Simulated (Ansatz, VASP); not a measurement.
# Two plane-wave programs on MgCd2Se3

```
Mg Cd Se
1.0
     4.33835    0.00000    0.00000
    -2.16918    3.75712    0.00000
     0.00000    0.00000   10.59602
Mg Cd Se
1 2 3
Direct
  0.66667 0.33333 0.33101
  0.00000 0.00000 0.00448
  0.33333 0.66667 0.66394
  0.33333 0.66667 0.91662
  0.66667 0.33333 0.57620
  0.00000 0.00000 0.25776
```

Alike in both runs: functional PBE; k mesh 6 × 6 × 4; occupations gaussian, width 0.02 eV; no spin polarisation.

Ansatz relaxed the structure, and its values are those at the end. VASP's run is a single point on that final structure, the one shown.

|  | VASP | Ansatz |
| --- | --- | --- |
| version | VASP 6.6.1 | Ansatz 0.2.0 |
| potentials or method | VASP PAW PBE potentials, release 64 (Mg, Cd, Se) | scalar-relativistic, plane waves, PAW |
| plane-wave cutoff (eV) | 520 | 420 |
| valence electrons in the cell | 44 | 98 |

|  | VASP | Ansatz | Ansatz less VASP |
| --- | --- | --- | --- |
| gap on the k mesh at the Fermi level (eV) | 0.96 | 0.96 | +0.002 |
| least direct gap on the mesh (eV) | 0.96 | 0.96 | +0.002 |
| pressure (GPa) | 0.2 | 0.0 | -0.16 |
| rms of the force components (eV/Å) | 0.010 | 0.000 | -0.0098 |

The functional is the same, so the differences come from potentials, cutoffs and numerics. The two sets of potentials don't hold the same shells in valence.

A k mesh can miss the band edges. PBE gaps usually lie below the measured ones, often by a third to a half.
